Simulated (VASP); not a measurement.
OSZICAR of a VASP run on PbS (space group Fm-3m):

OSZICAR:
```
       N       E                     dE             d eps       ncg     rms          rms(c)
DAV:   1     0.150416946731E+03    0.15042E+03   -0.85665E+03   560   0.124E+03
DAV:   2     0.307027022813E+01   -0.14735E+03   -0.14341E+03   608   0.326E+02
DAV:   3    -0.899413127071E+01   -0.12064E+02   -0.11818E+02   698   0.100E+02
DAV:   4    -0.927370344461E+01   -0.27957E+00   -0.27946E+00   658   0.192E+01
DAV:   5    -0.928555594598E+01   -0.11853E-01   -0.11852E-01   792   0.348E+00    0.438E+00
DAV:   6    -0.876572241178E+01    0.51983E+00   -0.16317E+00   814   0.973E+00    0.311E+00
DAV:   7    -0.876754096776E+01   -0.18186E-02   -0.15239E-01   596   0.220E+00    0.184E+00
DAV:   8    -0.877133593852E+01   -0.37950E-02   -0.17475E-02   602   0.165E+00    0.334E-01
DAV:   9    -0.877079130829E+01    0.54463E-03   -0.36660E-03   848   0.602E-01    0.968E-02
DAV:  10    -0.877101901899E+01   -0.22771E-03   -0.39717E-04   590   0.130E-01    0.608E-02
DAV:  11    -0.877102513248E+01   -0.61135E-05   -0.63630E-05   708   0.968E-02    0.113E-02
DAV:  12    -0.877102630811E+01   -0.11756E-05   -0.41346E-06   674   0.219E-02    0.298E-03
DAV:  13    -0.877102635648E+01   -0.48376E-07   -0.16341E-07   382   0.539E-03
   1 F= -.87710264E+01 E0= -.87710264E+01  d E =-.186942E-17
```

**Question.** Which electronic solver shows in the log?

**Answer.** It is blocked Davidson (ALGO = Normal, or the opening steps of other solvers). The INCAR had ALGO = Normal.

**Question.** Can the final energy be trusted as converged?

**Answer.** Self-consistency was reached. It stopped with EDIFF = 1E-6, NELM = 100 (PBE GGA, plane waves, VASP's PBE PAW potentials (set 64)).

The structure comes from a measured PbS entry (Fm-3m) of the Crystallography Open Database, whose conditions weren't checked. It was relaxed first.
